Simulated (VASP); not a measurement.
Input:

```
CELL_PARAMETERS angstrom
      2.74362     0.00000     0.00000
      0.00000     2.74362     0.00000
      0.00000     0.00000     2.74362
ATOMIC_POSITIONS crystal
  Al 0.50000 0.50000 0.50000
  Co 0.00000 0.00000 0.00000
```

Level of theory: PBEsol GGA, VASP's PBE PAW potentials (set 64) (plane waves; VASP). Numerical set-up: 500 eV cut-off, 13×13×13 Γ-centred mesh, first-order Methfessel-Paxton smearing of 0.10 eV, potentials Al Co.

Energy and stress use the plane-wave basis of the starting cell.

Task: The ions, cell shape and volume at an external pressure of 30.0 GPa are relaxed. Give the cell that the relaxation ends in.

Result: 
```
CELL_PARAMETERS angstrom
      2.71277     0.00000     0.00000
      0.00000     2.71277     0.00000
      0.00000     0.00000     2.71277
ATOMIC_POSITIONS crystal
  Al 0.50000 0.50000 0.50000
  Co 0.00000 0.00000 0.00000
```
Space group Pm-3m (221), at a tolerance of 0.03 Å.

Task: How do energy and volume change from the first to the last step?

Result: The energy (σ→0) changes by +53.1 meV/atom and the volume by -3.3 %, in 3 ionic steps.

```
step  E(σ→0) (eV)  max force (eV/Å)  pressure (GPa)  volume (Å³)
----  -----------  ----------------  --------------  -----------
1        -12.9756             0.000           19.88        20.65
2        -12.5687             0.000           51.62        18.76
3        -12.8695             0.000           29.83        19.96
```

The compound is CoAl in the CsCl type structure. This run relaxes it under an external pressure of 30 GPa. Symmetry was kept, so distortions that lower it aren't found. The run is not spin-polarised, so no magnetic state was tried.
